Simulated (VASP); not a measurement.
```
Ta
1.0
   -1.69028     1.69028     1.69028
    1.69028    -1.69028     1.69028
    1.69028     1.69028    -1.69028
Ta
1
Direct
  0.00000   0.00000   0.00000
```

All values below come from vdW-DF2, VASP's PBE PAW potentials (set 64) (plane waves; VASP). Run with 520 eV cut-off, 17×17×17 Γ-centred mesh, tetrahedra with Blöchl corrections, potentials Ta_pv.

Unless said otherwise, spin-orbit coupling is left out, though it shifts the bands of the heavy elements here.

Problem. Estimate the energy per atom (σ→0), band gap (on the k-mesh) with the smallest direct gap where there is one.

Solution. 
```yaml
band gap (on the k-mesh): none (metal, semimetal or under 0.01 eV)
energy per atom (σ→0): -7.956 eV/atom
```

Total energies compare only between runs with the same potentials, cut-off and functional.

The compound is Ta in the bcc structure. It was relaxed first, which changed the volume by +8 %.
